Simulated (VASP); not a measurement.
OSZICAR of a VASP run on CaC₆ (sg166):

**OSZICAR**
```
       N       E                     dE             d eps       ncg     rms          rms(c)
DAV:   1     0.242363273613E+03    0.24236E+03   -0.17475E+04  4872   0.156E+03
DAV:   2    -0.473522628283E+02   -0.28972E+03   -0.28170E+03  6690   0.364E+02
DAV:   3    -0.643707599635E+02   -0.17018E+02   -0.16826E+02  6700   0.883E+01
DAV:   4    -0.649389653083E+02   -0.56821E+00   -0.56773E+00  7821   0.146E+01
DAV:   5    -0.649472530389E+02   -0.82877E-02   -0.82983E-02  6565   0.171E+00    0.116E+01
DAV:   6    -0.612089468882E+02    0.37383E+01   -0.65722E+00  5752   0.151E+01    0.629E+00
DAV:   7    -0.606353672779E+02    0.57358E+00   -0.34813E+00  5973   0.892E+00    0.251E+00
DAV:   8    -0.606530105026E+02   -0.17643E-01   -0.97238E-01  5737   0.568E+00    0.101E+00
DAV:   9    -0.606057581398E+02    0.47252E-01   -0.17793E-01  5612   0.243E+00    0.199E-01
DAV:  10    -0.606053626292E+02    0.39551E-03   -0.26820E-02  7471   0.974E-01    0.107E-01
DAV:  11    -0.606052649310E+02    0.97698E-04   -0.17564E-03  6019   0.284E-01    0.696E-02
DAV:  12    -0.606054077750E+02   -0.14284E-03   -0.38407E-04  6236   0.108E-01    0.450E-02
DAV:  13    -0.606052942567E+02    0.11352E-03   -0.50182E-04  5672   0.128E-01    0.178E-02
DAV:  14    -0.606052924661E+02    0.17907E-05   -0.30529E-05  6416   0.342E-02    0.792E-03
DAV:  15    -0.606052928045E+02   -0.33845E-06   -0.10682E-05  5811   0.193E-02    0.495E-03
DAV:  16    -0.606052932030E+02   -0.39845E-06   -0.42495E-07  5742   0.572E-03    0.112E-03
DAV:  17    -0.606052933735E+02   -0.17053E-06   -0.41081E-08  3566   0.144E-03    0.307E-04
DAV:  18    -0.606052934461E+02   -0.72638E-07   -0.16184E-08  3161   0.851E-04
   1 F= -.60605293E+02 E0= -.60605293E+02  d E =0.000000E+00
```

Task: Which electronic solver shows in the log?

Result: It is blocked Davidson (ALGO = Normal, or the opening steps of other solvers). The INCAR had ALGO = Normal.

Task: Can the final energy be trusted as converged?

Result: Self-consistency was reached. It stopped with EDIFF = 1E-7, NELM = 100 (PBEsol GGA, plane waves, VASP's PBE PAW potentials (set 64)).

The compound is CaC6 in the sg166 structure. It was relaxed first.
